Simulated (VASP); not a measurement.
Calculation: PBEsol GGA, VASP's PBE PAW potentials (set 64) (plane waves; VASP 6.6.1).

Input for VASP

INCAR:
```
SYSTEM=Tl(001) slab
PREC=Normal; ENCUT=400; LREAL=.FALSE.
LASPH=.TRUE.
EDIFF=1E-6; NELM=100; NELMIN=4
ALGO=Normal; LMAXMIX=4
ISMEAR=1; SIGMA=0.1
GGA=PS
LWAVE=.FALSE.; LCHARG=.FALSE.; LORBIT=11
LVHAR=.TRUE.
DIPOL=0.5 0.5 0.5
LDIPOL=.TRUE.; IDIPOL=3
```

KPOINTS:
```
Automatic mesh
0
Gamma
9 9 1
0 0 0
```

### POSCAR
```
Tl(001) slab
1
    3.4340440973     0.0000000000     0.0000000000
   -1.7170220487     2.9739695281     0.0000000000
    0.0000000000     0.0000000000    26.2899634727
Tl
4
Direct
  0.6666670000   0.3333330000   0.4492236634
  0.3333330000   0.6666670000   0.3447121836
  0.6666670000   0.3333330000   0.6552878164
  0.3333330000   0.6666670000   0.5507763366
```

POTCAR, in this order: Tl_d (PBE.64 set). Program: vasp_std. Read from the step before: WAVECAR.

What VASP printed:

### OSZICAR
```
       N       E                     dE             d eps       ncg     rms          rms(c)
DAV:   1    -0.100619094176E+02   -0.10062E+02   -0.24538E-05   786   0.420E-02    0.600E-03
DAV:   2    -0.100619085964E+02    0.82118E-06   -0.25344E-06   584   0.164E-02    0.177E-03
DAV:   3    -0.100619084696E+02    0.12676E-06   -0.85393E-07   505   0.983E-03    0.970E-04
DAV:   4    -0.100619084610E+02    0.86029E-08   -0.72986E-08   456   0.298E-03
   1 F= -.10061908E+02 E0= -.10061683E+02  d E =-.676049E-03
```

File OUTCAR:
```
------------------------ aborting loop because EDIFF is reached ----------------------------------------
  FORCE on cell =-STRESS in cart. coord.  units (eV):
  Direction    XX          YY          ZZ          XY          YZ          ZX
  --------------------------------------------------------------------------------------
  Total       -0.4765724     -0.4765725     -0.1700160      0.0000000      0.0000000      0.0000000
  in kB       -2.8438529     -2.8438531     -1.0145375      0.0000000      0.0000000      0.0000000
  external PRESSURE =      -2.2340812 kB  Pullay stress =       0.0000000 kB
  volume of cell :      268.49
      direct lattice vectors                 reciprocal lattice vectors
     3.434044097  0.000000000  0.000000000     0.291201852  0.168125462  0.000000000
    -1.717022049  2.973969528  0.000000000     0.000000000  0.336250923  0.000000000
     0.000000000  0.000000000 26.289963473     0.000000000  0.000000000  0.038037329
 POSITION                                       TOTAL-FORCE (eV/Angst)
 -----------------------------------------------------------------------------------
      1.71702      0.99132     11.81007         0.000000     -0.000000     -0.012755
     -0.00000      1.98265      9.06247         0.000000      0.000000      0.017191
      1.71702      0.99132     17.22749         0.000000      0.000000     -0.017191
     -0.00000      1.98265     14.47989        -0.000000      0.000000      0.012755
 -----------------------------------------------------------------------------------
    total drift:                                0.000000      0.000000      0.000000
  FREE ENERGIE OF THE ION-ELECTRON SYSTEM (eV)
  ---------------------------------------------------
  free  energy   TOTEN  =       -10.0619084610 eV

  energy  without entropy=      -10.0612324115  energy(sigma->0) =      -10.06168311

 total charge

# of ion       s       p       d       tot
------------------------------------------
    1        1.153   0.429   9.634  11.216
    2        1.191   0.354   9.638  11.183
    3        1.191   0.354   9.638  11.183
    4        1.153   0.429   9.634  11.216
--------------------------------------------------
tot          4.687   1.565  38.545  44.797
```
(Selected blocks of OUTCAR.)

The cell is a thin slab with vacuum, built from Tl (hcp): (001) face.
